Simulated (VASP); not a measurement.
# A VASP study of Cs2Ba (optB88-vdW): structure first, properties next, part 2 of 5

What structure does Cs2Ba take at this level, and what are its properties? The cell is generated by rule, not measured, and may not be a known phase.

VASP 6.6.1; optB88-vdW; plane waves and PAW (Cs_sv, Ba_sv); invented cell.

Still holding for the runs below: The k-mesh is coarse for a metal.

So far. Step 2 (Rough relaxation of the start cell): It ends with forces that vanish by symmetry and a pressure of 0.02 GPa.

## (3) Full relaxation (optB88-vdW)

Properties are meant for the cell that this level of theory prefers, so cell and atoms are relaxed first (ISIF = 3) until forces and stress are small; EDIFFG sets the threshold.

INCAR reads:

```
SYSTEM = Cs2Ba
PREC = Accurate
ENCUT = 400
EDIFF = 1E-06
NELM = 100
ISMEAR = 0
SIGMA = 0.05
LREAL = .FALSE.
ALGO = Normal
GGA = BO
AGGAC = 0
LUSE_VDW = .TRUE.
PARAM1 = 0.1833333333
PARAM2 = 0.22
LASPH = .TRUE.
NBANDS = 20
LORBIT = 11
LWAVE = .FALSE.
LCHARG = .FALSE.
IBRION = 2
NSW = 60
ISIF = 3
EDIFFG = -0.01
```

POSCAR reads:

```
Cs2Ba
1.0
    8.5840797844      0.0000000000      0.0000000000
    0.0000000000      8.5840797844      0.0000000000
    0.0000000000      0.0000000000      4.1083407167
Cs Ba
2 1
Direct
    0.0000000000      0.5000000000      0.0000000000
    0.5000000000      0.0000000000      0.0000000000
    0.0000000000      0.0000000000      0.0000000000
```

KPOINTS reads:

```
Automatic mesh
0
Gamma
3 3 7
0 0 0
```

PAW data sets: Cs_sv and Ba_sv (PBE family, release 64).

The run is started by

```
$ mpirun -np 1 vasp_std
```

The log of the run:

```text
[banner, memory and clock lines left out]
running    1 mpi-ranks, on    1 nodes
 distrk:  each k-point on    1 cores,    1 groups
 distr:  one band on    1 cores,    1 groups

 POSCAR found type information on POSCAR CsBa
 POSCAR found :  2 types and       3 ions
 [... a notice as in an earlier step ...]

 [... a notice as in an earlier step ...]

 LDA part: xc-table for (Slater+PW92), standard interpolation
 POSCAR, INCAR and KPOINTS ok, starting setup
 FFT: planning ... GRIDC
 FFT: planning ... GRID_SOFT
 FFT: planning ... GRID
 WAVECAR not read
 entering main loop
       N       E                     dE             d eps       ncg     rms          rms(c)
DAV:   1     0.223018541290E+03    0.22302E+03   -0.86586E+03   480   0.859E+02
DAV:   2     0.313235440456E+02   -0.19169E+03   -0.18882E+03   652   0.183E+02
DAV:   3     0.601921370989E+01   -0.25304E+02   -0.25193E+02   564   0.737E+01
DAV:   4     0.502833449899E+01   -0.99088E+00   -0.98496E+00   752   0.150E+01
DAV:   5     0.501376548446E+01   -0.14569E-01   -0.14541E-01   600   0.140E+00    0.267E+00
DAV:   6     0.558351397147E+01    0.56975E+00   -0.15964E+00   652   0.223E+00    0.956E-01
DAV:   7     0.560888300463E+01    0.25369E-01   -0.18779E-01   700   0.964E-01    0.500E-01
DAV:   8     0.560881793871E+01   -0.65066E-04   -0.34294E-02   608   0.807E-01    0.164E-01
DAV:   9     0.560676062438E+01   -0.20573E-02   -0.49149E-03   676   0.274E-01    0.847E-02
DAV:  10     0.560579206935E+01   -0.96856E-03   -0.18920E-03   548   0.175E-01    0.240E-02
DAV:  11     0.560568202619E+01   -0.11004E-03   -0.19636E-04   664   0.422E-02    0.164E-02
DAV:  12     0.560560227426E+01   -0.79752E-04   -0.16800E-04   520   0.367E-02    0.410E-03
DAV:  13     0.560559699276E+01   -0.52815E-05   -0.97218E-06   632   0.832E-03    0.228E-03
DAV:  14     0.560559381714E+01   -0.31756E-05   -0.79626E-06   424   0.785E-03    0.688E-04
DAV:  15     0.560559370082E+01   -0.11632E-06   -0.21161E-07   436   0.182E-03
   1 F= 0.56055937E+01 E0= 0.56122627E+01  d E =0.560559E+01
 curvature:   0.00 expect dE= 0.000E+00 dE for cont linesearch  0.000E+00
 trial: gam= 0.00000 g(F)=  0.000E+00 g(S)=  0.554E-02 ort = 0.000E+00 (trialstep = 0.100E+01)
 search vector abs. value=  0.554E-02
 bond charge predicted
       N       E                     dE             d eps       ncg     rms          rms(c)
DAV:   1     0.556411808272E+01   -0.41476E-01   -0.96424E-01   488   0.515E+00    0.786E-01
DAV:   2     0.559044682850E+01    0.26329E-01   -0.48541E-02   588   0.114E+00    0.395E-01
DAV:   3     0.560028195597E+01    0.98351E-02   -0.36329E-02   520   0.924E-01    0.796E-02
DAV:   4     0.560011112850E+01   -0.17083E-03   -0.17977E-03   664   0.149E-01    0.530E-02
DAV:   5     0.560006819277E+01   -0.42936E-04   -0.95478E-05   756   0.412E-02    0.271E-02
DAV:   6     0.560006331924E+01   -0.48735E-05   -0.29577E-05   616   0.281E-02    0.540E-03
DAV:   7     0.560006276346E+01   -0.55578E-06   -0.44722E-06   600   0.859E-03
   2 F= 0.56000628E+01 E0= 0.56069955E+01  d E =-.553094E-02
[... from here on, the cycles between the ionic steps are left out ...]
   3 F= 0.55861878E+01 E0= 0.55925165E+01  d E =-.194059E-01
   4 F= 0.55923679E+01 E0= 0.56002742E+01  d E =-.132258E-01
   5 F= 0.55842871E+01 E0= 0.55914701E+01  d E =-.213066E-01
   6 F= 0.55837211E+01 E0= 0.55905882E+01  d E =-.218726E-01
   7 F= 0.55837222E+01 E0= 0.55905496E+01  d E =-.218715E-01
   8 F= 0.55831642E+01 E0= 0.55901597E+01  d E =-.558032E-03
   9 F= 0.55830347E+01 E0= 0.55903012E+01  d E =-.687524E-03
 curvature:  -2.08 expect dE=-0.110E-03 dE for cont linesearch -0.274E-04
 ZBRENT: interpolating
 opt :   4.0525  next Energy=     5.583008 (dE=-0.715E-03)
 bond charge predicted
       N       E                     dE             d eps       ncg     rms          rms(c)
DAV:   1     0.558166700430E+01   -0.13672E-02   -0.38024E-02   496   0.103E+00    0.144E-01
DAV:   2     0.558264768346E+01    0.98068E-03   -0.17634E-03   556   0.216E-01    0.737E-02
DAV:   3     0.558299791096E+01    0.35023E-03   -0.13149E-03   572   0.172E-01    0.143E-02
DAV:   4     0.558299348617E+01   -0.44248E-05   -0.71791E-05   612   0.291E-02    0.934E-03
DAV:   5     0.558299172249E+01   -0.17637E-05   -0.11926E-05   756   0.125E-02    0.482E-03
DAV:   6     0.558299116514E+01   -0.55735E-06   -0.64945E-07   380   0.393E-03
  10 F= 0.55829912E+01 E0= 0.55901833E+01  d E =-.731052E-03
 curvature:  -2.06 expect dE=-0.293E-04 dE for cont linesearch -0.156E-05
 trial: gam= 0.12221 g(F)=  0.453E-65 g(S)=  0.142E-04 ort =-0.173E-04 (trialstep = 0.237E+01)
 search vector abs. value=  0.159E-04
 reached required accuracy - stopping structural energy minimisation
```

Run time: 18 min. Hardware: 1 MPI rank of AMD EPYC 7R43, shared host; peak memory 0.7 GiB.

From OUTCAR (step 3):

```text
  LATTYP: Found a simple tetragonal cell.
 ALAT       =     8.5840797844
 C/A-ratio  =     0.4786000154

The static configuration has the point symmetry D_4h.

 Found     12 irreducible k-points:

   k-points           NKPTS =     12   k-points in BZ     NKDIM =     12   number of bands    NBANDS=     20

   dimension x,y,z NGX =    56 NGY =   56 NGZ =   28
   dimension x,y,z NGXF=   112 NGYF=  112 NGZF=   56

   ENCUT  =  400.0 eV  29.40 Ry    5.42 a.u.  14.00 14.00  6.70*2*pi/ulx,y,z

   NELECT =      28.0000    total number of electrons

 E-fermi :   0.2186

 k-point     1 :       0.0000    0.0000    0.0000
  band No.  band energies     occupation
    ...
     11     -10.2004      2.00000
     12     -10.1990      2.00000
     13      -1.7150      2.00000
     14       0.1026      1.99897
     15       0.1730      1.80342
     16       0.3075      0.01198
     17       0.9016      0.00000
     18       1.0557      0.00000
     19       1.0557      0.00000
     20       1.3785      0.00000

 k-point     2 :       0.3333    0.0000    0.0000
  band No.  band energies     occupation
    ...
     10     -10.4694      2.00000
     11     -10.2002      2.00000
     12     -10.1994      2.00000
     13      -1.4967      2.00000
     14      -0.3098      2.00000
     15       0.2832      0.06773
     16       0.3965      0.00000
     17       0.9760      0.00000
     18       0.9987      0.00000
     19       1.1813      0.00000
    ...

Total vdW correction in eV:      7.0224554

  Total       -0.0030163     -0.0030163      0.0293984      0.0000000      0.0000000      0.0000000
  in kB       -0.0146071     -0.0146071      0.1423688      0.0000000      0.0000000      0.0000000
  external PRESSURE =       0.0377182 kB  Pullay stress =       0.0000000 kB

  energy-cutoff  :      400.00
  volume of cell :      330.84
      direct lattice vectors                 reciprocal lattice vectors
     8.757241497  0.000000000  0.000000000     0.114191210 -0.000000000  0.000000000
     0.000000000  8.757241497  0.000000000     0.000000000  0.114191210 -0.000000000
    -0.000000000  0.000000000  4.314043683     0.000000000 -0.000000000  0.231801084

 POSITION                                       TOTAL-FORCE (eV/Angst)
 -----------------------------------------------------------------------------------
      0.00000      4.37862      0.00000        -0.000000      0.000000      0.000000
      4.37862      0.00000      0.00000         0.000000     -0.000000      0.000000
      0.00000      0.00000      0.00000         0.000000     -0.000000      0.000000
 -----------------------------------------------------------------------------------
    total drift:                                0.000000      0.000000      0.000000

  FREE ENERGIE OF THE ION-ELECTRON SYSTEM (eV)
  ---------------------------------------------------
  free  energy   TOTEN  =         5.5829911651 eV

  energy  without entropy=        5.5973755028  energy(sigma->0) =        5.59018333

Total vdW correction in eV:      7.0225155

 total charge
# of ion       s       p       d       tot
------------------------------------------
    1        1.859   4.643   0.025   6.527
    2        1.859   4.643   0.025   6.527
    3        2.080   5.545   0.234   7.858
--------------------------------------------------
tot          5.799  14.830   0.284  20.913

[... 2 parts as in an earlier step ...]

[... 7 further parts left out ...]
```

CONTCAR:

```
Cs2Ba
   1.00000000000000
     8.7572414971487511    0.0000000000000000    0.0000000000000000
     0.0000000000000000    8.7572414971487511    0.0000000000000000
    -0.0000000000000000    0.0000000000000000    4.3140436827176316
  Cs              Ba
     2     1
Direct
     0.0000000000000000    0.5000000000000000    0.0000000000000000
     0.5000000000000000    0.0000000000000000    0.0000000000000000
     0.0000000000000000    0.0000000000000000    0.0000000000000000
```

Step by step:

| step | energy less that of the first step (eV) | largest force (eV/Å) | pressure (GPa) | volume (Å³) |
| --- | --- | --- | --- | --- |
| 1 | 0.0000 | 0.0000 | 0.15 | 302.73 |
| 2 | -0.0055 | 0.0000 | 0.15 | 306.79 |
| 3 | -0.0194 | 0.0000 | 0.08 | 319.14 |
| 4 | -0.0132 | 0.0000 | -0.03 | 344.58 |
| 5 | -0.0213 | 0.0000 | 0.00 | 330.56 |
| 6 | -0.0219 | 0.0000 | 0.02 | 326.91 |
| 7 | -0.0219 | 0.0000 | 0.03 | 326.42 |
| 8 | -0.0224 | 0.0000 | 0.02 | 328.54 |
| 9 | -0.0226 | 0.0000 | 0.00 | 331.66 |
| 10 | -0.0226 | 0.0000 | 0.00 | 330.84 |

| conventional cell, symmetrised | before | after | change |
| --- | --- | --- | --- |
| a (Å) | 8.584 | 8.757 | +2.0 % |
| b (Å) | 8.584 | 8.757 | +2.0 % |
| c (Å) | 4.108 | 4.314 | +5.0 % |
| volume (Å³/atom) | 100.91 | 110.28 | +9.3 % |

The relaxed structure:

```xyz
3
Lattice="8.7572 0.0000 0.0000 0.0000 8.7572 0.0000 0.0000 0.0000 4.3140" Properties=species:S:1:pos:R:3 pbc="T T T"
Cs    0.0000    4.3786    0.0000
Cs    4.3786    0.0000    0.0000
Ba    0.0000    0.0000    0.0000
```

This step gave:

- irreducible k-points: 12
- free energy (TOTEN): 5.583 eV
- energy at zero smearing: 5.590 eV
- Fermi energy: 0.2186 eV
- pressure: 0.003772 GPa
- SCF cycles over all ionic steps: 85

It ends with forces that vanish by symmetry and a pressure of 0.00 GPa.

## (4) Second relaxation

The basis stayed that of the start cell while the cell moved. A rerun from the cell reached resets it; the error of the finite cutoff stays. The mesh changes with the cell too.

INCAR is that of step 3.

POSCAR reads:

```
Cs2Ba
1.0
    8.7572414971      0.0000000000      0.0000000000
    0.0000000000      8.7572414971      0.0000000000
    0.0000000000      0.0000000000      4.3140436827
Cs Ba
2 1
Direct
    0.0000000000      0.5000000000      0.0000000000
    0.5000000000      0.0000000000      0.0000000000
    0.0000000000      0.0000000000      0.0000000000
```

KPOINTS reads:

```
Automatic mesh
0
Gamma
3 3 6
0 0 0
```

The run is started by

```
$ mpirun -np 1 vasp_std
```

The log of the run:

```text
[... set-up lines as in an earlier step ...]
 entering main loop
       N       E                     dE             d eps       ncg     rms          rms(c)
DAV:   1     0.222901573759E+03    0.22290E+03   -0.85315E+03   480   0.855E+02
DAV:   2     0.326896769600E+02   -0.19021E+03   -0.18780E+03   644   0.179E+02
DAV:   3     0.619735622951E+01   -0.26492E+02   -0.26367E+02   580   0.744E+01
DAV:   4     0.516139284028E+01   -0.10360E+01   -0.10300E+01   780   0.152E+01
DAV:   5     0.514997532447E+01   -0.11418E-01   -0.11404E-01   648   0.130E+00    0.225E+00
DAV:   6     0.555916581894E+01    0.40919E+00   -0.87307E-01   656   0.184E+00    0.791E-01
DAV:   7     0.557315777237E+01    0.13992E-01   -0.14195E-01   680   0.815E-01    0.454E-01
DAV:   8     0.557203738493E+01   -0.11204E-02   -0.39790E-02   620   0.903E-01    0.127E-01
DAV:   9     0.557128752797E+01   -0.74986E-03   -0.26980E-03   704   0.152E-01    0.708E-02
DAV:  10     0.557036971073E+01   -0.91782E-03   -0.24949E-03   572   0.178E-01    0.260E-02
DAV:  11     0.557028099451E+01   -0.88716E-04   -0.18204E-04   664   0.386E-02    0.137E-02
DAV:  12     0.557021254875E+01   -0.68446E-04   -0.11881E-04   568   0.294E-02    0.532E-03
DAV:  13     0.557020070936E+01   -0.11839E-04   -0.26482E-05   560   0.134E-02    0.275E-03
DAV:  14     0.557019856538E+01   -0.21440E-05   -0.55005E-06   500   0.606E-03    0.976E-04
DAV:  15     0.557019817459E+01   -0.39079E-06   -0.85165E-07   480   0.271E-03
   1 F= 0.55701982E+01 E0= 0.55787036E+01  d E =0.557020E+01
 curvature:   0.00 expect dE= 0.000E+00 dE for cont linesearch  0.000E+00
 trial: gam= 0.00000 g(F)=  0.000E+00 g(S)=  0.120E-02 ort = 0.000E+00 (trialstep = 0.100E+01)
 search vector abs. value=  0.120E-02
 bond charge predicted
       N       E                     dE             d eps       ncg     rms          rms(c)
DAV:   1     0.556519338489E+01   -0.50052E-02   -0.17802E-01   480   0.216E+00    0.242E-01
DAV:   2     0.556810377785E+01    0.29104E-02   -0.35125E-03   532   0.295E-01    0.129E-01
DAV:   3     0.556917270026E+01    0.10689E-02   -0.28096E-03   616   0.246E-01    0.250E-02
DAV:   4     0.556919522738E+01    0.22527E-04   -0.14660E-04   668   0.365E-02    0.137E-02
DAV:   5     0.556920158741E+01    0.63600E-05   -0.30993E-05   680   0.178E-02    0.514E-03
DAV:   6     0.556920186783E+01    0.28042E-06   -0.16523E-06   452   0.578E-03
   2 F= 0.55692019E+01 E0= 0.55776858E+01  d E =-.996307E-03
[...]
3 F= 0.55683169E+01 E0= 0.55769146E+01  d E =-.188124E-02
[...]
4 F= 0.55683129E+01 E0= 0.55768959E+01  d E =-.188531E-02
[...]
5 F= 0.55683616E+01 E0= 0.55769319E+01  d E =-.183657E-02
[...]
6 F= 0.55683128E+01 E0= 0.55768896E+01  d E =-.188536E-02
 curvature:  -1.78 expect dE=-0.107E-03 dE for cont linesearch -0.203E-05
 ZBRENT: accuracy reached
 trial: gam= 0.01943 g(F)=  0.194E-66 g(S)=  0.601E-04 ort = 0.369E-04 (trialstep = 0.140E+01)
 search vector abs. value=  0.620E-04
 bond charge predicted
       N       E                     dE             d eps       ncg     rms          rms(c)
DAV:   1     0.556725624069E+01   -0.10562E-02   -0.23276E-02   488   0.813E-01    0.129E-01
DAV:   2     0.556798384421E+01    0.72760E-03   -0.15365E-03   576   0.203E-01    0.631E-02
DAV:   3     0.556824234237E+01    0.25850E-03   -0.10688E-03   584   0.156E-01    0.128E-02
DAV:   4     0.556824015804E+01   -0.21843E-05   -0.49347E-05   644   0.226E-02    0.889E-03
DAV:   5     0.556824135596E+01    0.11979E-05   -0.62076E-06   656   0.984E-03    0.233E-03
DAV:   6     0.556824144752E+01    0.91561E-07   -0.34837E-07   284   0.233E-03
   7 F= 0.55682414E+01 E0= 0.55768757E+01  d E =-.713684E-04
 trial-energy change:   -0.000071  1 .order   -0.000073   -0.000085   -0.000061
 step:   4.8320(harm=  4.8320)  dis= 0.00000  next Energy=     5.568166 (dE=-0.147E-03)
 reached required accuracy - stopping structural energy minimisation
```

Run time: 11 min. Hardware: 1 MPI rank; peak memory 0.79 GiB.

From OUTCAR (step 4):

```text
  LATTYP: Found a simple tetragonal cell.
 ALAT       =     8.7572414971
 C/A-ratio  =     0.4926258667

The static configuration has the point symmetry D_4h.

 Found     12 irreducible k-points:

   dimension x,y,z NGX =    60 NGY =   60 NGZ =   28
   dimension x,y,z NGXF=   120 NGYF=  120 NGZF=   56

   ENCUT  =  400.0 eV  29.40 Ry    5.42 a.u.  14.28 14.28  7.04*2*pi/ulx,y,z

   NELECT =      28.0000    total number of electrons

 E-fermi :   0.2024

 k-point     1 :       0.0000    0.0000    0.0000
  band No.  band energies     occupation
    ...
     11     -10.2269      2.00000
     12     -10.2256      2.00000
     13      -1.7353      2.00000
     14       0.0606      1.99994
     15       0.1369      1.93582
     16       0.2920      0.01124
     17       0.8779      0.00000
     18       1.0022      0.00000
     19       1.0022      0.00000
     20       1.3393      0.00000

 k-point     2 :       0.3333    0.0000    0.0000
  band No.  band energies     occupation
    ...
     10     -10.5118      2.00000
     11     -10.2267      2.00000
     12     -10.2260      2.00000
     13      -1.5232      2.00000
     14      -0.3424      2.00000
     15       0.2389      0.30118
     16       0.3763      0.00000
     17       0.9319      0.00000
     18       0.9486      0.00000
     19       1.1464      0.00000
    ...

Total vdW correction in eV:      7.0280664

  Total        0.0240465      0.0240465      0.0267347      0.0000000      0.0000000     -0.0000000
  in kB        0.1154500      0.1154500      0.1283564      0.0000000      0.0000000     -0.0000000
  external PRESSURE =       0.1197522 kB  Pullay stress =       0.0000000 kB

  energy-cutoff  :      400.00
  volume of cell :      333.71
      direct lattice vectors                 reciprocal lattice vectors
     8.827741455  0.000000000  0.000000000     0.113279258  0.000000000  0.000000000
     0.000000000  8.827741455 -0.000000000     0.000000000  0.113279258 -0.000000000
     0.000000000  0.000000000  4.282214514     0.000000000  0.000000000  0.233524032

 POSITION                                       TOTAL-FORCE (eV/Angst)
 -----------------------------------------------------------------------------------
      0.00000      4.41387      4.28221         0.000000     -0.000000      0.000000
      4.41387      0.00000     -0.00000         0.000000      0.000000      0.000000
      0.00000      0.00000     -0.00000         0.000000      0.000000      0.000000
 -----------------------------------------------------------------------------------
    total drift:                               -0.000000     -0.000000     -0.000000

  FREE ENERGIE OF THE ION-ELECTRON SYSTEM (eV)
  ---------------------------------------------------
  free  energy   TOTEN  =         5.5682414475 eV

  energy  without entropy=        5.5855099664  energy(sigma->0) =        5.57687571

Total vdW correction in eV:      7.0279927

 total charge
# of ion       s       p       d       tot
------------------------------------------
    1        1.859   4.644   0.023   6.525
    2        1.859   4.644   0.023   6.525
    3        2.077   5.547   0.232   7.856
--------------------------------------------------
tot          5.795  14.834   0.278  20.907

[... 4 parts as in an earlier step ...]

[... 6 further parts left out ...]
```

CONTCAR:

```
Cs2Ba
   1.00000000000000
     8.8277414546708144    0.0000000000000000    0.0000000000000000
     0.0000000000000000    8.8277414546708144   -0.0000000000000000
     0.0000000000000000    0.0000000000000000    4.2822145135821987
  Cs              Ba
     2     1
Direct
     0.0000000000000000    0.5000000000000000    1.0000000000000000
     0.5000000000000000    0.0000000000000000    0.0000000000000000
     0.0000000000000000    0.0000000000000000    0.0000000000000000
```

Relaxation path:

| step | energy less that of the first step (eV) | largest force (eV/Å) | pressure (GPa) | volume (Å³) |
| --- | --- | --- | --- | --- |
| 1 | 0.0000 | 0.0000 | 0.02 | 330.84 |
| 2 | -0.0010 | 0.0000 | 0.02 | 331.53 |
| 3 | -0.0019 | 0.0000 | 0.02 | 333.01 |
| 4 | -0.0019 | 0.0000 | 0.02 | 332.95 |
| 5 | -0.0018 | 0.0000 | 0.02 | 332.85 |
| 6 | -0.0019 | 0.0000 | 0.02 | 332.90 |
| 7 | -0.0020 | 0.0000 | 0.01 | 333.71 |

| conventional cell, symmetrised | before | after | change |
| --- | --- | --- | --- |
| a (Å) | 8.757 | 8.828 | +0.8 % |
| b (Å) | 8.757 | 8.828 | +0.8 % |
| c (Å) | 4.314 | 4.282 | -0.7 % |
| volume (Å³/atom) | 110.28 | 111.24 | +0.9 % |

Final coordinates:

```xyz
3
Lattice="8.8277 0.0000 0.0000 0.0000 8.8277 0.0000 0.0000 0.0000 4.2822" Properties=species:S:1:pos:R:3 pbc="T T T"
Cs    0.0000    4.4139    0.0000
Cs    4.4139    0.0000    0.0000
Ba    0.0000    0.0000    0.0000
```

This step gave:

```yaml
free_energy_toten: 5.568 eV
energy_at_zero_smearing: 5.577 eV
fermi_energy: 0.2024 eV
pressure: 0.01198 GPa
scf_cycles_over_all_ionic_steps: 45
```

It ends with forces that vanish by symmetry and a pressure of 0.01 GPa.

[end of part 2 of 5]

[Lines on the potential files, build, host, timing and source positions are cut from VASP's logs without a mark.]

[Logs are printed without paths, hosts, clocks, repeated set-up lines and the standing remarks that a program may print on its own settings, such as how far it seeks lower states.]

[Hosts, paths, dates, database ids (printed as entryN), source tags and the programs' standing remarks are cut or masked in the printed files.]

[A measured line is paired with the nearest computed mode of its activity, which favours agreement.]
